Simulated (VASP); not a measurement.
Set up this calculation in VASP 6.6.1, as the native input.

```yaml
Task: single point
Functional: PBE
Potentials_or_basis: VASP PAW PBE potentials, release 64 (Sc_sv, Ru_pv)
Cutoff: 520 eV
k_mesh: 2 × 2 × 2
Occupations: gaussian, width 0.1 eV
Spin: no spin polarisation
Dipole_correction: no
Further_INCAR_settings: LREAL = Auto; ALGO = Fast; EDIFF = 1e-06; NBANDS = 198
```

The structure of Sc11Ru4 lies in POSCAR:

```
Sc11Ru4
1.0
    0.0000000000      6.6791800000      6.6791800000
    6.6791800000      0.0000000000      6.6791800000
    6.6791800000      6.6791800000      0.0000000000
Sc Ru
22 8
Direct
    0.8023530000      0.8023530000      0.1976470000
    0.1976470000      0.8023530000      0.1976470000
    0.8023530000      0.1976470000      0.1976470000
    0.1976470000      0.1976470000      0.8023530000
    0.8023530000      0.1976470000      0.8023530000
    0.1976470000      0.8023530000      0.8023530000
    0.6164480000      0.6164480000      0.1506560000
    0.6164480000      0.1506560000      0.6164480000
    0.1506560000      0.6164480000      0.6164480000
    0.6164480000      0.6164480000      0.6164480000
    0.3835520000      0.3835520000      0.8493440000
    0.3835520000      0.8493440000      0.3835520000
    0.8493440000      0.3835520000      0.3835520000
    0.3835520000      0.3835520000      0.3835520000
    0.8439780000      0.8439780000      0.4680650000
    0.8439780000      0.4680650000      0.8439780000
    0.4680650000      0.8439780000      0.8439780000
    0.8439780000      0.8439780000      0.8439780000
    0.1560220000      0.1560220000      0.5319350000
    0.1560220000      0.5319350000      0.1560220000
    0.5319350000      0.1560220000      0.1560220000
    0.1560220000      0.1560220000      0.1560220000
    0.0000000000      0.0000000000      0.0000000000
    0.5000000000      0.5000000000      0.5000000000
    0.0000000000      0.0000000000      0.5000000000
    0.5000000000      0.0000000000      0.5000000000
    0.0000000000      0.5000000000      0.5000000000
    0.5000000000      0.5000000000      0.0000000000
    0.0000000000      0.5000000000      0.0000000000
    0.5000000000      0.0000000000      0.0000000000
```

The cell comes from a database or a generator and needn't be the stable form of this composition.

The input as run:

INCAR

```
SYSTEM = Sc11Ru4
  ALGO = Fast
  EDIFF = 1E-6
  ENCUT = 520
  GGA = PE
  ISIF = 2
  ISMEAR = 0
  LASPH = .True.
  LCHARG = .False.
  LREAL = Auto
  LWAVE = .False.
  NBANDS = 198
  NELM = 100
  PREC = Accurate
  SIGMA = 0.1
```

KPOINTS

```
k-points
0
Gamma
  2 2 2
  0 0 0
```

Potentials or basis: VASP PAW PBE potentials, release 64 (Sc_sv, Ru_pv).

Run with:

```sh
$ cat potpaw_PBE.64/Sc_sv/POTCAR potpaw_PBE.64/Ru_pv/POTCAR > POTCAR
$ mpirun -np 1 vasp_std > vasp.out
```

Results of the run:

```
Pressure               : 0.7 GPa
Largest force          : 0.163 eV/Å
Band gap on the k mesh : none (metal or under the smearing width)
```

Caveat: the k mesh is coarse (spacing up to 0.41 Å⁻¹), so the values aren't converged.

Wall time 12 min on 1 thread of Intel(R) Xeon(R) 6975P-C (Granite Rapids) (shared host), peak memory 0.82 GiB.
